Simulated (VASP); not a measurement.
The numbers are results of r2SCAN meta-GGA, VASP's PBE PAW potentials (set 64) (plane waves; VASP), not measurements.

VASP input:

**KPOINTS**
```
Automatic mesh
0
Gamma
15 15 15
0 0 0
```

POSCAR:
```
Ta
3.3700480
 -0.5000000658   0.5000000658   0.5000000658
  0.5000000658  -0.5000000658   0.5000000658
  0.5000000658   0.5000000658  -0.5000000658
Ta
1
direct
  0.0000000000   0.0000000000   0.0000000000
```

**INCAR**
```
! general
SYSTEM  = Ta
PREC    = Accurate
ENCUT   = 520
LREAL   = .FALSE.
LASPH   = .TRUE.

! electronic loop
EDIFF   = 1E-7
NELM    = 100
ALGO    = Normal
LMAXMIX = 6
LMIXTAU = .TRUE.

! smearing
ISMEAR  = 1
SIGMA   = 0.1

! functional
METAGGA = R2SCAN

! ions
ISIF    = 2

! output
LWAVE   = .FALSE.
LCHARG  = .FALSE.
```

POTCAR, in this order: Ta_pv (PBE.64 set). Program: vasp_std.

Output of the run:

File OUTCAR:
```
 ion  position               nearest neighbor table
   1  0.000  0.000  0.000-
  LATTYP: Found a body centered cubic cell.
 ALAT       =     3.3700484436
 Subroutine PRICEL returns:
 Original cell was already a primitive cell.
 Subroutine GETGRP returns: Found 48 space group operations
The static configuration has the point symmetry O_h .
The dynamic configuration has the point symmetry O_h .
 Subroutine INISYM returns: Found 48 space group operations
 Subroutine IBZKPT returns following result:
 Found    120 irreducible k-points:

 Following reciprocal coordinates:
            Coordinates               Weight
  0.000000  0.000000  0.000000      1.000000
  0.066667  0.000000  0.000000     12.000000
  0.133333  0.000000  0.000000     12.000000
  0.200000  0.000000  0.000000     12.000000
  0.266667  0.000000  0.000000     12.000000
  0.333333  0.000000  0.000000     12.000000
  0.400000  0.000000  0.000000     12.000000
  0.466667  0.000000  0.000000     12.000000
  0.066667  0.066667  0.000000     24.000000
  0.133333  0.066667 -0.000000     48.000000
  0.200000  0.066667  0.000000     48.000000
  0.266667  0.066667  0.000000     48.000000
  0.333333  0.066667  0.000000     48.000000
  0.400000  0.066667  0.000000     48.000000
  0.466667  0.066667  0.000000     24.000000
  0.133333  0.133333  0.000000     24.000000
  0.200000  0.133333  0.000000     48.000000
  0.266667  0.133333 -0.000000     48.000000
  0.333333  0.133333  0.000000     48.000000
  0.400000  0.133333  0.000000     48.000000
  0.200000  0.200000  0.000000     24.000000
  0.266667  0.200000  0.000000     48.000000
  0.333333  0.200000  0.000000     48.000000
  0.400000  0.200000  0.000000     24.000000
  0.266667  0.266667  0.000000     24.000000
...
```

**OSZICAR**
```
       N       E                     dE             d eps       ncg     rms          rms(c)
DAV:   1     0.891619247744E+01    0.89162E+01   -0.67150E+03  2160   0.119E+03
DAV:   2    -0.512258156340E+02   -0.60142E+02   -0.59362E+02  2777   0.251E+02
DAV:   3    -0.519268054814E+02   -0.70099E+00   -0.65096E+00  2571   0.275E+01
DAV:   4    -0.519345589609E+02   -0.77535E-02   -0.77357E-02  2607   0.203E+00
DAV:   5    -0.519346275540E+02   -0.68593E-04   -0.68588E-04  2474   0.149E-01    0.129E+01
DAV:   6    -0.480668626029E+02    0.38678E+01   -0.15146E+00  2235   0.169E+01    0.490E+00
DAV:   7    -0.485868102262E+02   -0.51995E+00   -0.23537E-01  2177   0.638E+00    0.150E+00
DAV:   8    -0.481590477162E+02    0.42776E+00   -0.35843E-01  2203   0.719E+00    0.809E-01
DAV:   9    -0.484918185176E+02   -0.33277E+00   -0.73952E-02  2203   0.235E+00    0.426E-01
DAV:  10    -0.485327463090E+02   -0.40928E-01   -0.58633E-03  2194   0.914E-01    0.376E-01
DAV:  11    -0.485419447438E+02   -0.91984E-02   -0.97757E-03  2212   0.119E+00    0.151E-01
DAV:  12    -0.485434618705E+02   -0.15171E-02   -0.63064E-04  2235   0.349E-01    0.718E-02
DAV:  13    -0.485432760159E+02    0.18585E-03   -0.24209E-04  2179   0.185E-01    0.642E-02
DAV:  14    -0.485432658198E+02    0.10196E-04   -0.19475E-05  2708   0.554E-02    0.488E-02
DAV:  15    -0.485432631875E+02    0.26322E-05   -0.17164E-05  2272   0.529E-02    0.294E-02
DAV:  16    -0.485432545492E+02    0.86384E-05   -0.19237E-05  2281   0.541E-02    0.416E-03
DAV:  17    -0.485432563585E+02   -0.18094E-05   -0.12242E-06  2544   0.155E-02    0.162E-03
DAV:  18    -0.485432559973E+02    0.36119E-06   -0.35570E-08  1158   0.292E-03    0.920E-04
DAV:  19    -0.485432562946E+02   -0.29725E-06   -0.16407E-08  1096   0.152E-03    0.490E-04
DAV:  20    -0.485432560866E+02    0.20802E-06   -0.98394E-09  1089   0.128E-03    0.261E-04
DAV:  21    -0.485432561489E+02   -0.62324E-07   -0.22904E-09  1089   0.442E-04
   1 F= -.48543256E+02 E0= -.48543054E+02  d E =-.605668E-03
```

File OUTCAR:
```
------------------------ aborting loop because EDIFF is reached ----------------------------------------
  FORCE on cell =-STRESS in cart. coord.  units (eV):
  Direction    XX          YY          ZZ          XY          YZ          ZX
  --------------------------------------------------------------------------------------
  Total       -1.2078661     -1.2078661     -1.2078661     -0.0000000     -0.0000000      0.0000000
  in kB     -101.1232304   -101.1232304   -101.1232304     -0.0000000     -0.0000000      0.0000000
  external PRESSURE =    -101.1232304 kB  Pullay stress =       0.0000000 kB
  volume of cell :       19.14
      direct lattice vectors                 reciprocal lattice vectors
    -1.685024222  1.685024222  1.685024222     0.000000000  0.296731640  0.296731640
     1.685024222 -1.685024222  1.685024222     0.296731640  0.000000000  0.296731640
     1.685024222  1.685024222 -1.685024222     0.296731640  0.296731640  0.000000000
 POSITION                                       TOTAL-FORCE (eV/Angst)
 -----------------------------------------------------------------------------------
      0.00000      0.00000      0.00000        -0.000000      0.000000     -0.000000
 -----------------------------------------------------------------------------------
    total drift:                                0.000000      0.000000     -0.000000
  FREE ENERGIE OF THE ION-ELECTRON SYSTEM (eV)
  ---------------------------------------------------
  free  energy   TOTEN  =       -48.5432561489 eV

  energy  without entropy=      -48.5426504812  energy(sigma->0) =      -48.54305426
```
(Selected blocks of OUTCAR.)

The compound is Ta in the bcc structure. This cell is one point of a volume scan, at 1.06 of the reference volume.
